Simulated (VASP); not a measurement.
OSZICAR of a VASP run on AlInSb2 (space group P-4m2):

### OSZICAR
```
       N       E                     dE             d eps       ncg     rms          rms(c)
DAV:   1    -0.181510189079E+02   -0.18151E+02   -0.43979E+00   627   0.146E+01    0.256E+01
DAV:   2    -0.181866048724E+02   -0.35586E-01   -0.16375E-01   834   0.334E+00    0.181E+01
DAV:   3    -0.181847380397E+02    0.18668E-02   -0.61733E-03   868   0.742E-01    0.115E+01
DAV:   4    -0.181837383380E+02    0.99970E-03   -0.67743E-04   846   0.241E-01    0.692E+00
DAV:   5    -0.181834036946E+02    0.33464E-03   -0.21239E-04   767   0.114E-01    0.413E+00
DAV:   6    -0.181833027204E+02    0.10097E-03   -0.63541E-05   746   0.611E-02    0.245E+00
DAV:   7    -0.181832749067E+02    0.27814E-04   -0.17480E-05   724   0.336E-02    0.145E+00
DAV:   8    -0.181832707663E+02    0.41404E-05   -0.58042E-06   705   0.188E-02    0.857E-01
DAV:   9    -0.181832728415E+02   -0.20752E-05   -0.19724E-06   654   0.105E-02    0.506E-01
DAV:  10    -0.181832764518E+02   -0.36103E-05   -0.73866E-07   451   0.645E-03    0.299E-01
DAV:  11    -0.181832786114E+02   -0.21596E-05   -0.38901E-07   444   0.486E-03    0.177E-01
DAV:  12    -0.181832803284E+02   -0.17170E-05   -0.19424E-07   427   0.388E-03    0.104E-01
DAV:  13    -0.181832817851E+02   -0.14567E-05   -0.11021E-07   401   0.276E-03    0.609E-02
DAV:  14    -0.181832824971E+02   -0.71195E-06   -0.56372E-08   392   0.227E-03
   1 F= -.18183282E+02 E0= -.18183282E+02  d E =-.928243E-13
       N       E                     dE             ncg
```

**Question.** Which electronic solver shows in the log?

**Answer.** It is blocked Davidson (ALGO = Normal, or the opening steps of other solvers). The INCAR had ALGO = Normal.

**Question.** Can the final energy be trusted as converged?

**Answer.** The calculation finished and met its thresholds. It stopped with EDIFF = 1E-6, NELM = 60 (HSE06 screened hybrid, plane waves, VASP's PBE PAW potentials (set 64)).

The structure comes from a computed database's AlInSb2 entry (P-4m2); how it stands against other phases isn't given here. It was relaxed first. The cell's shape comes from a PBE relaxation.
